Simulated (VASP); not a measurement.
An input for Ansatz (written as the equivalent of a VASP run, and not itself run):

Ansatz 0.2 input:
```yaml
crystal:
  lattice:
    - [0.0000000, 3.3969350, 3.2783300]
    - [3.3882300, 0.0000000, 3.2783300]
    - [3.3882300, 3.3969350, 0.0000000]
  atoms:
    - { symbol: Sr, position: [0.0000000, 0.0000000, 0.0000000] }
    - { symbol: Te, position: [0.4960210, 0.5039790, 0.5039790] }
kpoints:
  mp_grid: { grid: [6, 6, 6] }
hamiltonian:
  xc: pbe
  pseudopotentials: { kind: paw }
scf:
  occupations: { method: gaussian, width: 0.05 }
  max_iter: 100
output: { forces: true, stress: true, eigenvalues: true }
```

### Question
Write the VASP files for the same calculation (PBE).

### Answer
Several could match; the one computed here: 
KPOINTS:
```
kpoints
0
G
 6 6 6
0 0 0
```

**INCAR**
```
SYSTEM = SrTe
PREC = Accurate
ENCUT = 350
EDIFF = 1E-6
NELM = 100
ALGO = Normal
LREAL = .FALSE.
LASPH = .TRUE.
ISMEAR = 0
SIGMA = 0.05
GGA = PE
LMAXMIX = 4
LWAVE = .FALSE.
LCHARG = .FALSE.
ISIF = 2
```

POSCAR:
```
SrTe
1
    0.0000000000     3.3969350000     3.2783300000
    3.3882300000     0.0000000000     3.2783300000
    3.3882300000     3.3969350000     0.0000000000
Sr Te
1 1
Direct
  0.0000000000   0.0000000000   0.0000000000
  0.4960210000   0.5039790000   0.5039790000
```

POTCAR, in this order: Sr_sv Te (PBE.64 set). Program: vasp_std.

The two are equivalent in intent, not identical: each code has its own PAW files, so the cut-off isn't converted (ENCUT is set for VASP's; basis.ecutwfc is left out, and Ansatz then takes the one that its files recommend); Ansatz stops its SCF on the density residual and VASP on the energy change (EDIFF).

The compound is SrTe in the rock salt structure. The cell was not relaxed at this level, atoms are displaced from their ideal sites. The run is one of a series of settings (ENCUT = 350 against the base run), some of them coarse on purpose.
